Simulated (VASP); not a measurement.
Output of a VASP run:

**OSZICAR**
```
...
RMM:   5    -0.418891321495E+03   -0.46718E-05   -0.96346E-05   354   0.192E-02
   8 F= -.41889132E+03 E0= -.41889132E+03  d E =-.415888E-02
       N       E                     dE             d eps       ncg     rms          rms(c)
DAV:   1    -0.418891409518E+03   -0.92695E-04   -0.18797E-02   440   0.348E-01    0.257E-02
RMM:   2    -0.418891434265E+03   -0.24747E-04   -0.34526E-04   363   0.415E-02    0.131E-02
RMM:   3    -0.418891436184E+03   -0.19187E-05   -0.58185E-05   293   0.159E-02    0.917E-03
RMM:   4    -0.418891434906E+03    0.12774E-05   -0.12833E-05   221   0.755E-03
   9 F= -.41889143E+03 E0= -.41889143E+03  d E =-.427229E-02
       N       E                     dE             d eps       ncg     rms          rms(c)
DAV:   1    -0.418892223262E+03   -0.78708E-03   -0.59712E-01   376   0.198E+00    0.131E-01
RMM:   2    -0.418892945779E+03   -0.72252E-03   -0.95042E-03   364   0.216E-01    0.568E-02
RMM:   3    -0.418893044154E+03   -0.98374E-04   -0.17159E-03   402   0.831E-02    0.428E-02
RMM:   4    -0.418893004875E+03    0.39279E-04   -0.23818E-04   369   0.347E-02    0.131E-02
RMM:   5    -0.418893006375E+03   -0.15005E-05   -0.56091E-05   308   0.162E-02
  10 F= -.41889301E+03 E0= -.41889301E+03  d E =-.157147E-02
       N       E                     dE             d eps       ncg     rms          rms(c)
DAV:   1    -0.418893009596E+03   -0.47210E-05   -0.22513E-03   432   0.122E-01    0.785E-03
RMM:   2    -0.418893011403E+03   -0.18076E-05   -0.29209E-05   254   0.119E-02    0.325E-03
RMM:   3    -0.418893011450E+03   -0.46115E-07   -0.38612E-06   214   0.452E-03    0.194E-03
RMM:   4    -0.418893011354E+03    0.96021E-07   -0.60043E-07   130   0.195E-03
  11 F= -.41889301E+03 E0= -.41889301E+03  d E =-.157645E-02
       N       E                     dE             d eps       ncg     rms          rms(c)
DAV:   1    -0.418893131072E+03   -0.11962E-03   -0.49646E-01   376   0.180E+00    0.126E-01
RMM:   2    -0.418893793880E+03   -0.66281E-03   -0.86694E-03   364   0.204E-01    0.548E-02
RMM:   3    -0.418893869409E+03   -0.75529E-04   -0.15048E-03   403   0.771E-02    0.410E-02
RMM:   4    -0.418893828318E+03    0.41091E-04   -0.23495E-04   367   0.339E-02    0.115E-02
RMM:   5    -0.418893829592E+03   -0.12740E-05   -0.51572E-05   298   0.153E-02
  12 F= -.41889383E+03 E0= -.41889383E+03  d E =-.818239E-03
       N       E                     dE             d eps       ncg     rms          rms(c)
DAV:   1    -0.418893867822E+03   -0.39504E-04   -0.30303E-02   392   0.445E-01    0.305E-02
RMM:   2    -0.418893902885E+03   -0.35063E-04   -0.48834E-04   364   0.480E-02    0.125E-02
RMM:   3    -0.418893906282E+03   -0.33971E-05   -0.79985E-05   309   0.181E-02    0.888E-03
RMM:   4    -0.418893904192E+03    0.20894E-05   -0.12050E-05   219   0.773E-03
  13 F= -.41889390E+03 E0= -.41889390E+03  d E =-.892839E-03
       N       E                     dE             d eps       ncg     rms          rms(c)
DAV:   1    -0.418894172974E+03   -0.26669E-03   -0.10539E-01   376   0.831E-01    0.610E-02
RMM:   2    -0.418894324196E+03   -0.15122E-03   -0.19009E-03   364   0.956E-02    0.265E-02
RMM:   3    -0.418894340437E+03   -0.16241E-04   -0.30896E-04   399   0.356E-02    0.190E-02
RMM:   4    -0.418894332724E+03    0.77125E-05   -0.47442E-05   312   0.153E-02
  14 F= -.41889433E+03 E0= -.41889433E+03  d E =-.428532E-03
```

### OUTCAR
```
------------------------ aborting loop because EDIFF is reached ----------------------------------------
  FORCE on cell =-STRESS in cart. coord.  units (eV):
  Direction    XX          YY          ZZ          XY          YZ          ZX
  --------------------------------------------------------------------------------------
  Total       30.1757722     30.5406535     24.5220017     -0.0133981      0.0232746      0.0031482
  in kB       55.7839721     56.4585042     45.3322172     -0.0247681      0.0430263      0.0058199
  external PRESSURE =      52.5248978 kB  Pullay stress =       0.0000000 kB
  volume of cell :      866.68
      direct lattice vectors                 reciprocal lattice vectors
     4.868317892 -8.432173817  0.000000000     0.102704879 -0.059296690  0.000000000
     4.868317892  8.432173817  0.000000000     0.102704879  0.059296690  0.000000000
     0.000000000  0.000000000 10.556283981     0.000000000  0.000000000  0.094730305
  FREE ENERGIE OF THE ION-ELECTRON SYSTEM (eV)
  ---------------------------------------------------
  free  energy   TOTEN  =      -418.8943327240 eV

  energy  without entropy=     -418.8943327240  energy(sigma->0) =     -418.89433272

 reached required accuracy - stopping structural energy minimisation
```
(Selected blocks of OUTCAR.)

File POSCAR:
```
Ga36CN35
1
    4.8683178924    -8.4321738171     0.0000000000
    4.8683178924     8.4321738171     0.0000000000
    0.0000000000     0.0000000000    10.5562839808
Ga N C
36 35 1
Direct
  0.2222220000   0.1111110000   0.2500000000
  0.1111110000   0.2222220000   0.0000000000
  0.2222220000   0.1111110000   0.7500000000
  0.1111110000   0.2222220000   0.5000000000
  0.2222220000   0.4444440000   0.2500000000
  0.1111110000   0.5555560000   0.0000000000
  0.2222220000   0.4444440000   0.7500000000
  0.1111110000   0.5555560000   0.5000000000
  0.2222220000   0.7777780000   0.2500000000
  0.1111110000   0.8888890000   0.0000000000
  0.2222220000   0.7777780000   0.7500000000
  0.1111110000   0.8888890000   0.5000000000
  0.5555560000   0.1111110000   0.2500000000
  0.4444440000   0.2222220000   0.0000000000
  0.5555560000   0.1111110000   0.7500000000
  0.4398540000   0.2203680000   0.5044820000
  0.5571430000   0.4459850000   0.2461240000
  0.4444440000   0.5555560000   0.0000000000
  0.5555560000   0.4444440000   0.7500000000
  0.4408870000   0.5486690000   0.4999970000
  0.5555560000   0.7777780000   0.2500000000
  0.4444440000   0.8888890000   0.0000000000
  0.5555560000   0.7777780000   0.7500000000
  0.4444440000   0.8888890000   0.5000000000
  0.8888890000   0.1111110000   0.2500000000
  0.7777780000   0.2222220000   0.0000000000
  0.8888890000   0.1111110000   0.7500000000
  0.7777780000   0.2222220000   0.5000000000
  0.8888890000   0.4444440000   0.2500000000
  0.7777780000   0.5555560000   0.0000000000
  0.8888890000   0.4444440000   0.7500000000
  0.7834170000   0.5577960000   0.5017320000
  0.8888890000   0.7777780000   0.2500000000
  0.7777780000   0.8888890000   0.0000000000
  0.8888890000   0.7777780000   0.7500000000
  0.7777780000   0.8888890000   0.5000000000
  0.2182470000   0.1085630000   0.4372870000
  0.1111110000   0.2222220000   0.1885000000
  0.2222220000   0.1111110000   0.9385000000
  0.1111110000   0.2222220000   0.6885000000
  0.2181940000   0.4424130000   0.4413840000
  0.1111110000   0.5555560000   0.1885000000
  0.2222220000   0.4444440000   0.9385000000
  0.1111110000   0.5555560000   0.6885000000
  0.2222220000   0.7777780000   0.4385000000
  0.1111110000   0.8888890000   0.1885000000
  0.2222220000   0.7777780000   0.9385000000
  0.1111110000   0.8888890000   0.6885000000
  0.5504540000   0.1084560000   0.4393280000
  0.4420400000   0.2202410000   0.1914730000
  0.5555560000   0.1111110000   0.9385000000
  0.4438350000   0.2176940000   0.6847170000
  0.4459240000   0.5541460000   0.1876730000
  0.5555560000   0.4444440000   0.9385000000
  0.4420270000   0.5538220000   0.6897780000
  0.5533160000   0.7744600000   0.4406690000
  0.4444440000   0.8888890000   0.1885000000
  0.5555560000   0.7777780000   0.9385000000
  0.4444440000   0.8888890000   0.6885000000
  0.8888890000   0.1111110000   0.4385000000
  0.7777780000   0.2222220000   0.1885000000
  0.8888890000   0.1111110000   0.9385000000
  0.7777780000   0.2222220000   0.6885000000
  0.8917550000   0.4504960000   0.4378200000
  0.7795290000   0.5531190000   0.1930920000
  0.8888890000   0.4444440000   0.9385000000
  0.7794330000   0.5603620000   0.6876710000
  0.8907020000   0.7818900000   0.4348710000
  0.7777780000   0.8888890000   0.1885000000
  0.8888890000   0.7777780000   0.9385000000
  0.7777780000   0.8888890000   0.6885000000
  0.5580270000   0.4449200000   0.4424060000
```

**Question.** Reconstruct the remaining input files.

**Answer.** Several could match; the one computed here: the input of the run itself, PBE GGA, plane waves, VASP's PBE PAW potentials (set 64).

File KPOINTS:
```
Automatic mesh
0
G
  1 1 1
```

**INCAR**
```
SYSTEM = Ga36CN35
PREC = Normal
ENCUT = 400
EDIFF = 1E-5
NELM = 100
ALGO = Fast
LREAL = Auto
LASPH = .TRUE.
ISMEAR = 0
SIGMA = 0.05
GGA = PE
LMAXMIX = 4
LWAVE = .FALSE.
LCHARG = .FALSE.
NELMIN = 4
ISYM = 0
NELECT = 290.0
IBRION = 2
ISIF = 2
NSW = 60
EDIFFG = -0.03
```

POTCAR, in this order: Ga N C (PBE.64 set). Program: vasp_gam.

At this cut-off the stress carries a Pulay error, which pulls relaxed volumes low. The cell is charged, with a uniform compensating background. The supercell is sampled at Γ alone, which is coarse: total energies, pressure and levels can be off, energies of defects by several tenths of an eV.

The cell is a supercell with a defect, built from GaN (wurtzite): C_N, charge -3. The run is not spin-polarised, so no state with unpaired spins was tried.
